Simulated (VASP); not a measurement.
Output of a VASP run:

OUTCAR:
```
 ion  position               nearest neighbor table
   1  0.000  0.000  0.000-   2 2.50   2 2.50   2 2.50   2 2.50
   2  0.250  0.250  0.250-   1 2.50   1 2.50   1 2.50   1 2.50
  LATTYP: Found a face centered cubic cell.
 ALAT       =     5.7683753674
 Subroutine PRICEL returns:
 Original cell was already a primitive cell.
 Subroutine GETGRP returns: Found 24 space group operations
The static configuration has the point symmetry T_d .
The dynamic configuration has the point symmetry T_d .
 Subroutine INISYM returns: Found 24 space group operations
 Subroutine IBZKPT returns following result:
 Found     29 irreducible k-points:

 Following reciprocal coordinates:
            Coordinates               Weight
  0.000000  0.000000  0.000000      1.000000
  0.125000  0.000000  0.000000      8.000000
  0.250000  0.000000  0.000000      8.000000
  0.375000  0.000000  0.000000      8.000000
  0.500000  0.000000  0.000000      4.000000
  0.125000  0.125000  0.000000      6.000000
  0.250000  0.125000  0.000000     24.000000
  0.375000  0.125000  0.000000     24.000000
  0.500000  0.125000  0.000000     24.000000
 -0.375000  0.125000  0.000000     24.000000
 -0.250000  0.125000  0.000000     24.000000
 -0.125000  0.125000  0.000000     12.000000
  0.250000  0.250000  0.000000      6.000000
  0.375000  0.250000  0.000000     24.000000
  0.500000  0.250000  0.000000     24.000000
 -0.375000  0.250000  0.000000     24.000000
 -0.250000  0.250000  0.000000     12.000000
  0.375000  0.375000  0.000000      6.000000
  0.500000  0.375000  0.000000     24.000000
 -0.375000  0.375000  0.000000     12.000000
  0.500000  0.500000  0.000000      3.000000
  0.375000  0.250000  0.125000     24.000000
  0.500000  0.250000  0.125000     48.000000
 -0.375000  0.250000  0.125000     24.000000
  0.500000  0.375000  0.125000     24.000000
 -0.375000  0.375000  0.125000     48.000000
 -0.250000  0.375000  0.125000     24.000000
 -0.375000  0.500000  0.125000     12.000000
 -0.250000  0.500000  0.250000      6.000000
   k-points           NKPTS =     29   k-points in BZ     NKDIM =     29   number of bands    NBANDS=     13
   number of dos      NEDOS =    301   number of ions     NIONS =      2
   total plane-waves  NPLWV =  27000
   dimension x,y,z NGX =    30 NGY =   30 NGZ =   30
   dimension x,y,z NGXF=    60 NGYF=   60 NGZF=   60
   ions per type =               1   1
   PREC   = accura    normal or accurate (medium, high low for compatibility)
   ISTART =      0    job   : 0-new  1-cont  2-samecut
   ICHARG =      2    charge: 1-file 2-atom 10-const
   ISPIN  =      1    spin polarized calculation?
   LNONCOLLINEAR =      F non collinear calculations
   LSORBIT =      F    spin-orbit coupling
   INIWAV =      1    electr: 0-lowe 1-rand  2-diag
   ENCUT  =  520.0 eV  38.22 Ry    6.18 a.u.   7.58  7.58  7.58*2*pi/ulx,y,z
   NELM   =    100;   NELMIN=  2; NELMDL= -5     # of ELM steps
   EDIFF  = 0.1E-06   stopping-criterion for ELM
   LREAL  =      F    real-space projection
   NLSPLINE    = F    spline interpolate recip. space projectors
   LMAXMIX     =    4 max onsite mixed and CHGCAR
   VOSKOWN=      0    Vosko Wilk Nusair interpolation
   EDIFFG = 0.1E-05   stopping-criterion for IOM
   NSW    =      0    number of steps for IOM
   NBLOCK =      1;   KBLOCK =      1    inner block; outer block
   IBRION =     -1    ionic relax: 0-MD 1-quasi-New 2-CG
   NFREE  =      0    steps in history (QN), initial steepest desc. (CG)
   ISIF   =      2    stress and relaxation
   ISYM   =      2    0-nonsym 1-usesym 2-fastsym
   TEIN   =    0.0    initial temperature
   TEBEG  =    0.0;   TEEND  =   0.0 temperature during run
   SMASS  =  -3.00    Nose mass-parameter (am)
   PSTRESS=    0.0 pullay stress
   NELECT =      18.0000    total number of electrons
   EFERMI =   0.00;   METHOD = LEGACY
   ISMEAR =     0;   SIGMA  =   0.05  broadening in eV -4-tet -1-fermi 0-gaus
   IALGO  =     38    algorithm
...
```

OSZICAR:
```
       N       E                     dE             d eps       ncg     rms          rms(c)
DAV:   1     0.877201497676E+02    0.87720E+02   -0.90627E+03   754   0.156E+03
DAV:   2    -0.644113267083E+00   -0.88364E+02   -0.85048E+02   794   0.277E+02
DAV:   3    -0.652222482299E+01   -0.58781E+01   -0.58438E+01   939   0.711E+01
DAV:   4    -0.658348329908E+01   -0.61258E-01   -0.61244E-01   834   0.762E+00
DAV:   5    -0.658383731844E+01   -0.35402E-03   -0.35401E-03   889   0.555E-01    0.444E+00
DAV:   6    -0.630183327085E+01    0.28200E+00   -0.75562E-01  1068   0.300E+01    0.342E+00
DAV:   7    -0.628477949506E+01    0.17054E-01   -0.18579E-01   814   0.441E+00    0.146E+00
DAV:   8    -0.628412099041E+01    0.65850E-03   -0.44172E-03   884   0.665E-01    0.430E-01
DAV:   9    -0.628440576543E+01   -0.28478E-03   -0.11383E-03   827   0.323E-01    0.675E-02
DAV:  10    -0.628453159264E+01   -0.12583E-03   -0.19556E-04   852   0.161E-01    0.156E-02
DAV:  11    -0.628455598755E+01   -0.24395E-04   -0.47155E-05   817   0.806E-02    0.618E-03
DAV:  12    -0.628455812961E+01   -0.21421E-05   -0.64509E-06   889   0.209E-02    0.415E-03
DAV:  13    -0.628455873993E+01   -0.61032E-06   -0.13204E-06   784   0.100E-02    0.100E-03
DAV:  14    -0.628455879393E+01   -0.54002E-07   -0.79397E-08   717   0.404E-03
   1 F= -.62845588E+01 E0= -.62845588E+01  d E =-.109121E-16
```

### OUTCAR
```
------------------------ aborting loop because EDIFF is reached ----------------------------------------
  FORCE on cell =-STRESS in cart. coord.  units (eV):
  Direction    XX          YY          ZZ          XY          YZ          ZX
  --------------------------------------------------------------------------------------
  Total       -0.9568488     -0.9568488     -0.9568488      0.0000000     -0.0000000      0.0000000
  in kB      -31.9487112    -31.9487112    -31.9487112      0.0000000     -0.0000000      0.0000000
  external PRESSURE =     -31.9487112 kB  Pullay stress =       0.0000000 kB
  volume of cell :       47.98
      direct lattice vectors                 reciprocal lattice vectors
     0.000000000  2.884187684  2.884187684    -0.173359037  0.173359037  0.173359037
     2.884187684  0.000000000  2.884187684     0.173359037 -0.173359037  0.173359037
     2.884187684  2.884187684  0.000000000     0.173359037  0.173359037 -0.173359037
  FREE ENERGIE OF THE ION-ELECTRON SYSTEM (eV)
  ---------------------------------------------------
  free  energy   TOTEN  =        -6.2845587939 eV

  energy  without entropy=       -6.2845587939  energy(sigma->0) =       -6.28455879
```
(Selected blocks of OUTCAR.)

POSCAR:
```
ZnSe
1
    0.0000000000     2.8841876837     2.8841876837
    2.8841876837     0.0000000000     2.8841876837
    2.8841876837     2.8841876837     0.0000000000
Zn Se
1 1
Direct
  0.0000000000   0.0000000000   0.0000000000
  0.2500000000   0.2500000000   0.2500000000
```

Question: Reconstruct the remaining input files.

Answer: This is not unique; one that fits is the input of the run itself, AM05 GGA, plane waves, VASP's PBE PAW potentials (set 64).

**KPOINTS**
```
Automatic
0
G
8 8 8
```

### INCAR
```
SYSTEM = ZnSe
PREC = Accurate
ENCUT = 520
EDIFF = 1E-7
NELM = 100
ALGO = Normal
LREAL = .FALSE.
LASPH = .TRUE.
ISMEAR = 0
SIGMA = 0.05
GGA = AM
LMAXMIX = 4
LWAVE = .FALSE.
LCHARG = .FALSE.
ISIF = 2
```

POTCAR, in this order: Zn Se (PBE.64 set). Program: vasp_std.

The compound is ZnSe in the zinc blende structure. This cell is one point of a volume scan, at 1.06 of the reference volume.
